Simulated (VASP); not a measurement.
# Lattice of Nb3Sn across functionals and dispersion corrections

Aim: relax Nb3Sn at several levels and hold each cell against experiment. The levels: LDA, PBEsol, PBE, r2SCAN, PBE + D3(BJ), r2SCAN + rVV10, vdW-DF-cx and r2SCAN + D4. The start is a cell from a database of measured crystal structures.

Calculated with VASP 6.6.1; LDA; plane waves and PAW (Nb_sv, Sn_d), in the first sound run; inputs show where later runs differ.

The experiments to compare with:

“Specific heat of Nb3Sn: The case for a second energy gap” (2004, arxiv:cond-mat/0403590) reports for Nb3Sn, cubic A15, by X-ray powder diffraction, Rietveld refinement (polycrystal made by hot isostatic pressing, slightly Sn-rich, 300 K): lattice constant a (cubic lattice parameter at room temperature) 5.293 ± 0.001 Å [slightly Sn-rich polycrystal (Nb0.746Sn0.254); room-temperature value, includes thermal …].

## 1. The structure

Before any relaxation, the start is as follows. Symmetry: Pm-3n, No. 223, cubic system. Conventional cell: a = 5.282 Å, b = 5.282 Å, c = 5.282 Å, α = 90.00°, β = 90.00°, γ = 90.00°. Nearest to Nb lie 2 Nb at 2.64 Å and 4 Sn at 2.95 Å. Nearest to Sn lie 12 Nb at 2.95 Å. Farther neighbours are not listed.

## 2. Relaxation with LDA

Properties are meant for the cell that this level of theory prefers, so cell and atoms are relaxed first (ISIF = 3) until forces and stress are small; EDIFFG sets the threshold. LDA, the lowest rung, knows the local density alone.

Contents of INCAR:

```
SYSTEM = Nb3Sn
PREC = Accurate
ENCUT = 520
EDIFF = 1E-06
NELM = 100
ISMEAR = -1
SIGMA = 0.05
LREAL = .FALSE.
ALGO = Normal
GGA = CA
NBANDS = 65
LASPH = .TRUE.
LORBIT = 11
LWAVE = .FALSE.
LCHARG = .FALSE.
KPAR = 8
IBRION = 2
NSW = 60
ISIF = 3
EDIFFG = -0.01
```

Contents of POSCAR:

```
Nb3Sn
1.0
    5.2821000000      0.0000000000      0.0000000000
    0.0000000000      5.2821000000      0.0000000000
    0.0000000000      0.0000000000      5.2821000000
Nb Sn
6 2
Direct
    0.2500000000      0.0000000000      0.5000000000
    0.5000000000      0.7500000000      0.0000000000
    0.7500000000      0.0000000000      0.5000000000
    0.5000000000      0.2500000000      0.0000000000
    0.0000000000      0.5000000000      0.7500000000
    0.0000000000      0.5000000000      0.2500000000
    0.0000000000      0.0000000000      0.0000000000
    0.5000000000      0.5000000000      0.5000000000
```

Contents of KPOINTS:

```
Automatic mesh
0
Gamma
4 4 4
0 0 0
```

The projector-augmented-wave data sets are Nb_sv and Sn_d (PBE family, release 64).

Launch:

```
$ mpirun -np 8 vasp_std
```

The program printed:

```text
[banner, memory and clock lines left out]
running    8 mpi-ranks, on    1 nodes
 distrk:  each k-point on    1 cores,    8 groups
 distr:  one band on    1 cores,    1 groups

 POSCAR found type information on POSCAR NbSn
 POSCAR found :  2 types and       8 ions
|                                                                             |
|           W    W    AA    RRRRR   N    N  II  N    N   GGGG   !!!           |
|           W    W   A  A   R    R  NN   N  II  NN   N  G    G  !!!           |
|           W    W  A    A  R    R  N N  N  II  N N  N  G       !!!           |
|           W WW W  AAAAAA  RRRRR   N  N N  II  N  N N  G  GGG   !            |
|           WW  WW  A    A  R   R   N   NN  II  N   NN  G    G                |
|           W    W  A    A  R    R  N    N  II  N    N   GGGG   !!!           |
|                                                                             |
|     For optimal performance we recommend to set                             |
|       NCORE = 2 up to number-of-cores-per-socket                            |
|     NCORE specifies how many cores store one orbital (NPAR=cpu/NCORE).      |
|     This setting can greatly improve the performance of VASP for DFT.       |
|     The default, NCORE=1 might be grossly inefficient on modern             |
|     multi-core architectures or massively parallel machines. Do your        |
|     Unfortunately you need to use the default for GW and RPA                |
|     calculations (for HF NCORE is supported but not extensively tested      |
|     yet).                                                                   |
|                                                                             |

|                                                                             |
|               ----> ADVICE to this user running VASP <----                  |
|                                                                             |
|     You enforced a specific xc type in the INCAR file but a different       |
|     [... a line on the potential file left out ...]
|     I HOPE YOU KNOW WHAT YOU ARE DOING!                                     |
|                                                                             |

 LDA part: xc-table for (Slater(with rela. corr.)+CA(PZ))
 , standard interpolation
 POSCAR, INCAR and KPOINTS ok, starting setup
 FFT: planning ... GRIDC
 FFT: planning ... GRID_SOFT
 FFT: planning ... GRID
 WAVECAR not read
 entering main loop
       N       E                     dE             d eps       ncg     rms          rms(c)
DAV:   1     0.180053346805E+04    0.18005E+04   -0.51127E+04  1372   0.220E+03
DAV:   2     0.215332756722E+03   -0.15852E+04   -0.15465E+04  1300   0.814E+02
DAV:   3    -0.464272460178E+02   -0.26176E+03   -0.25134E+03  1703   0.278E+02
DAV:   4    -0.794705029269E+02   -0.33043E+02   -0.31885E+02  2016   0.864E+01
DAV:   5    -0.822639185443E+02   -0.27934E+01   -0.27657E+01  2343   0.223E+01    0.187E+01
DAV:   6    -0.789139166261E+02    0.33500E+01   -0.10693E+01  1896   0.160E+01    0.591E+00
DAV:   7    -0.785819068459E+02    0.33201E+00   -0.20063E+00  2032   0.683E+00    0.251E+00
DAV:   8    -0.785680530465E+02    0.13854E-01   -0.24591E-01  2112   0.263E+00    0.509E-01
DAV:   9    -0.785679221007E+02    0.13095E-03   -0.38015E-02  2064   0.108E+00    0.314E-01
DAV:  10    -0.785683007808E+02   -0.37868E-03   -0.53435E-03  2152   0.354E-01    0.604E-02
DAV:  11    -0.785682769258E+02    0.23855E-04   -0.42692E-04  1856   0.114E-01    0.229E-02
DAV:  12    -0.785682701174E+02    0.68083E-05   -0.63110E-05  2088   0.447E-02    0.490E-03
DAV:  13    -0.785682702033E+02   -0.85904E-07   -0.48846E-06  1432   0.116E-02
   1 F= -.78568270E+02 E0= -.78519251E+02  d E =-.785683E+02
 curvature:   0.00 expect dE= 0.000E+00 dE for cont linesearch  0.000E+00
 trial: gam= 0.00000 g(F)=  0.301E-51 g(S)=  0.578E+00 ort = 0.000E+00 (trialstep = 0.100E+01)
 search vector abs. value=  0.578E+00
 bond charge predicted
       N       E                     dE             d eps       ncg     rms          rms(c)
DAV:   1    -0.880173177222E+02   -0.94490E+01   -0.32838E+02  1332   0.142E+02    0.232E+01
DAV:   2    -0.806297290234E+02    0.73876E+01   -0.33504E+01  1588   0.475E+01    0.113E+01
DAV:   3    -0.781451918178E+02    0.24845E+01   -0.16969E+01  1919   0.243E+01    0.745E+00
DAV:   4    -0.781459391708E+02   -0.74735E-03   -0.18537E+00  1799   0.682E+00    0.319E+00
DAV:   5    -0.782258596789E+02   -0.79921E-01   -0.25872E-01  2146   0.224E+00    0.211E+00
DAV:   6    -0.782623964376E+02   -0.36537E-01   -0.74286E-02  2119   0.108E+00    0.659E-01
DAV:   7    -0.782701061785E+02   -0.77097E-02   -0.27986E-02  2259   0.600E-01    0.132E-01
DAV:   8    -0.782700961288E+02    0.10050E-04   -0.15519E-03  2000   0.188E-01    0.765E-02
DAV:   9    -0.782701044143E+02   -0.82856E-05   -0.21671E-04  2102   0.803E-02    0.255E-02
DAV:  10    -0.782701067495E+02   -0.23351E-05   -0.17001E-05  1824   0.218E-02    0.162E-02
DAV:  11    -0.782701065555E+02    0.19395E-06   -0.10988E-05  1686   0.202E-02    0.489E-03
DAV:  12    -0.782701064410E+02    0.11455E-06   -0.40288E-07   920   0.468E-03
   2 F= -.78270106E+02 E0= -.78227695E+02  d E =0.298164E+00
[...]
3 F= -.78670455E+02 E0= -.78624141E+02  d E =-.102185E+00
 curvature:  -0.16 expect dE=-0.657E-04 dE for cont linesearch -0.657E-04
 ZBRENT: interpolating
 opt :   0.3479  next Energy=   -78.670518 (dE=-0.102E+00)
 bond charge predicted
       N       E                     dE             d eps       ncg     rms          rms(c)
DAV:   1    -0.786711083702E+02   -0.65332E-03   -0.22010E-02  1382   0.121E+00    0.166E-01
DAV:   2    -0.786706831521E+02    0.42522E-03   -0.23420E-03  1683   0.372E-01    0.940E-02
DAV:   3    -0.786705080418E+02    0.17511E-03   -0.12744E-03  1925   0.208E-01    0.538E-02
DAV:   4    -0.786705033268E+02    0.47150E-05   -0.14644E-04  1848   0.578E-02    0.205E-02
DAV:   5    -0.786705086096E+02   -0.52828E-05   -0.15036E-05  1756   0.181E-02    0.167E-02
DAV:   6    -0.786705105041E+02   -0.18945E-05   -0.45344E-06  1312   0.939E-03    0.771E-03
DAV:   7    -0.786705112311E+02   -0.72700E-06   -0.38508E-06  1284   0.842E-03
   4 F= -.78670511E+02 E0= -.78624259E+02  d E =-.102241E+00
 curvature:  -0.15 expect dE=-0.733E-07 dE for cont linesearch -0.733E-07
 trial: gam=-0.00091 g(F)=  0.273E-48 g(S)=  0.477E-06 ort = 0.525E-03 (trialstep = 0.870E+00)
 search vector abs. value=  0.100E-09
 reached required accuracy - stopping structural energy minimisation
```

Elapsed: 57 s, on 8 MPI ranks of Intel Xeon 6975P-C (Granite Rapids), shared host; peak memory 2.2 GiB; 6.7 min of CPU time.

The logs omit lines about the potential files and the build; timing stands in the text.

Parts of OUTCAR (step 2):

```text
ion  position               nearest neighbor table
   1  0.250  0.000  0.500-   3 2.64   3 2.64   8 2.95   7 2.95   8 2.95   7 2.95
   2  0.500  0.750  0.000-   4 2.64   4 2.64   8 2.95   8 2.95   7 2.95   7 2.95
   3  0.750  0.000  0.500-   1 2.64   1 2.64   8 2.95   7 2.95   8 2.95   7 2.95
   4  0.500  0.250  0.000-   2 2.64   2 2.64   8 2.95   8 2.95   7 2.95   7 2.95
   5  0.000  0.500  0.750-   6 2.64   6 2.64   8 2.95   7 2.95   7 2.95   8 2.95
   6  0.000  0.500  0.250-   5 2.64   5 2.64   8 2.95   7 2.95   7 2.95   8 2.95
   7  0.000  0.000  0.000-   1 2.95   2 2.95   3 2.95   4 2.95   5 2.95   6 2.95   1 2.95   3 2.95
                             5 2.95   6 2.95   2 2.95   4 2.95
   8  0.500  0.500  0.500-   1 2.95   2 2.95   3 2.95   4 2.95   5 2.95   6 2.95   2 2.95   4 2.95
                             1 2.95   3 2.95   5 2.95   6 2.95

  LATTYP: Found a simple cubic cell.
 ALAT       =     5.2821000000

 Subroutine GETGRP returns: Found 48 space group operations
 (whereof 24 operations were pure point group operations)

The static configuration has the point symmetry T_h .
 The point group associated with its full space group is O_h .

 Found     10 irreducible k-points:

   k-points           NKPTS =     10   k-points in BZ     NKDIM =     10   number of bands    NBANDS=     65

   dimension x,y,z NGX =    40 NGY =   40 NGZ =   40
   dimension x,y,z NGXF=    80 NGYF=   80 NGZF=   80

   ENCUT  =  520.0 eV  38.22 Ry    6.18 a.u.   9.82  9.82  9.82*2*pi/ulx,y,z

   NELECT =     106.0000    total number of electrons

 k-points in reciprocal lattice and weights: Automatic mesh
   0.00000000  0.00000000  0.00000000       0.016
   0.25000000  0.00000000  0.00000000       0.094
   0.50000000  0.00000000  0.00000000       0.047
   0.25000000  0.25000000  0.00000000       0.188
   0.50000000  0.25000000  0.00000000       0.188
   0.50000000  0.50000000  0.00000000       0.047
   0.25000000  0.25000000  0.25000000       0.125
   0.50000000  0.25000000  0.25000000       0.188
   0.50000000  0.50000000  0.25000000       0.094
   0.50000000  0.50000000  0.50000000       0.016

 average (electrostatic) potential at core
       1 -75.9624       2 -75.9624       3 -75.9624       4 -75.9624       5 -75.9624
       6 -75.9624       7 -94.1794       8 -94.1794

 E-fermi :  11.7175

 k-point     1 :       0.0000    0.0000    0.0000
  band No.  band energies     occupation
    ...
     50      11.1335      1.99998
     51      11.1335      1.99998
     52      11.1335      1.99998
     53      11.6139      1.77636
     54      11.6139      1.77636
     55      14.1408      0.00000
     56      14.1408      0.00000
     57      14.1408      0.00000
     58      14.3101      0.00000
     59      15.3300      0.00000
    ...

 k-point     2 :       0.2500    0.0000    0.0000
  band No.  band energies     occupation
    ...
     50      11.0764      1.99999
     51      11.1713      1.99996
     52      11.1713      1.99996
     53      11.6957      1.21424
     54      11.7028      1.14586
     55      13.4538      0.00000
     56      13.9572      0.00000
     57      13.9572      0.00000
     58      14.7456      0.00000
     59      14.8011      0.00000
    ...

 k-point     3 :       0.5000    0.0000    0.0000
  band No.  band energies     occupation
    ...
     50      10.6035      2.00000
     51      10.8038      2.00000
     52      10.8038      2.00000
     53      11.3399      1.99895
     54      11.3399      1.99895
     55      13.2791      0.00000
     56      13.2791      0.00000
     57      13.9330      0.00000
     58      13.9330      0.00000
     59      14.5025      0.00000
    ...

  Total       -0.0051350     -0.0051350     -0.0051350     -0.0000000     -0.0000000      0.0000000
  in kB       -0.0578588     -0.0578588     -0.0578588     -0.0000000     -0.0000000      0.0000000
  external PRESSURE =      -0.0578588 kB  Pullay stress =       0.0000000 kB

  energy-cutoff  :      520.00
  volume of cell :      142.19
      direct lattice vectors                 reciprocal lattice vectors
     5.219485688  0.000000000 -0.000000000     0.191589758  0.000000000  0.000000000
     0.000000000  5.219485688 -0.000000000    -0.000000000  0.191589758  0.000000000
    -0.000000000 -0.000000000  5.219485688     0.000000000  0.000000000  0.191589758

 POSITION                                       TOTAL-FORCE (eV/Angst)
 -----------------------------------------------------------------------------------
      1.30487      5.21949      2.60974        -0.000000      0.000000      0.000000
      2.60974      3.91461     -0.00000        -0.000000      0.000000      0.000000
      3.91461      5.21949      2.60974         0.000000      0.000000     -0.000000
      2.60974      1.30487     -0.00000         0.000000     -0.000000     -0.000000
     -0.00000      2.60974      3.91461        -0.000000     -0.000000      0.000000
     -0.00000      2.60974      1.30487        -0.000000     -0.000000     -0.000000
     -0.00000     -0.00000      5.21949         0.000000      0.000000      0.000000
      2.60974      2.60974      2.60974         0.000000      0.000000      0.000000
 -----------------------------------------------------------------------------------
    total drift:                                0.000000     -0.000000     -0.000000

  FREE ENERGIE OF THE ION-ELECTRON SYSTEM (eV)
  ---------------------------------------------------
  free  energy   TOTEN  =       -78.6705112311 eV

  energy  without entropy=      -78.5780076455  energy(sigma->0) =      -78.62425944

 reached required accuracy - stopping structural energy minimisation

 total charge
# of ion       s       p       d       tot
------------------------------------------
    1        2.191   5.999   2.575  10.765
    2        2.191   5.999   2.575  10.765
    3        2.191   5.999   2.575  10.765
    4        2.191   5.999   2.575  10.765
    5        2.191   5.999   2.575  10.765
    6        2.191   5.999   2.575  10.765
    7        1.095   1.504  10.077  12.676
    8        1.095   1.504  10.077  12.676
--------------------------------------------------
tot         15.335  39.002  35.602  89.939

[... 3 further parts left out ...]
```

The k-mesh is coarse for a metal. The PAW data sets were made with PBE, though LDA sets exist; this is a small mismatch. The run keeps the 48 symmetry operations of its start, so it cannot find a distortion of lower symmetry.

The steps of the relaxation:

```tsv
step	energy less that of the first step (eV)	largest force (eV/Å)	pressure (GPa)	volume (Å³)
1	0.0000	0.0000	-6.14	147.37
2	0.2982	0.0000	14.47	132.82
3	-0.1022	0.0000	-0.17	142.32
4	-0.1022	0.0000	-0.01	142.19
```

```tsv
conventional cell, symmetrised	before	after	change
a (Å)	5.282	5.219	-1.2 %
b (Å)	5.282	5.219	-1.2 %
c (Å)	5.282	5.219	-1.2 %
volume (Å³/atom)	18.42	17.77	-3.5 %
```

Final coordinates:

```cif
data_structure
_symmetry_space_group_name_H-M 'P 1'
_symmetry_Int_Tables_number 1
_cell_length_a 5.2195
_cell_length_b 5.2195
_cell_length_c 5.2195
_cell_angle_alpha 90.000
_cell_angle_beta 90.000
_cell_angle_gamma 90.000
_cell_volume 142.19
loop_
_atom_site_label
_atom_site_type_symbol
_atom_site_fract_x
_atom_site_fract_y
_atom_site_fract_z
_atom_site_occupancy
Nb1 Nb 0.25000 0.00000 0.50000 1
Nb2 Nb 0.50000 0.75000 0.00000 1
Nb3 Nb 0.75000 0.00000 0.50000 1
Nb4 Nb 0.50000 0.25000 0.00000 1
Nb5 Nb 0.00000 0.50000 0.75000 1
Nb6 Nb 0.00000 0.50000 0.25000 1
Sn7 Sn 0.00000 0.00000 0.00000 1
Sn8 Sn 0.50000 0.50000 0.50000 1
```

This step gave:

```yaml
electrons: 106
bands: 65
irreducible_k_points: 10
symmetry_operations: 48
free_energy_toten: -78.6705 eV
energy_at_zero_smearing: -78.6243 eV
fermi_energy: 11.72 eV
pressure: -0.005786 GPa
metallic: yes
scf_cycles_over_all_ionic_steps: 43
```

It ends with forces that vanish by symmetry and a pressure of -0.01 GPa. The volume lies -3.5 % from that of the database's start, which holds the thermal and zero-point expansion of its experiment. LDA is known to overbind. The conventional cell has a = 5.219 Å.

(Part 1 of 4 ends here.)

[Lines on the potential files, build, host, timing and source positions are cut from VASP's logs without a mark.]

[Logs are printed without paths, hosts, clocks, repeated set-up lines and the standing remarks that a program may print on its own settings, such as how far it seeks lower states.]

[Hosts, paths, dates, database ids (printed as entryN), source tags and the programs' standing remarks are cut or masked in the printed files.]

[A measured line is paired with the nearest computed mode of its activity, which favours agreement.]
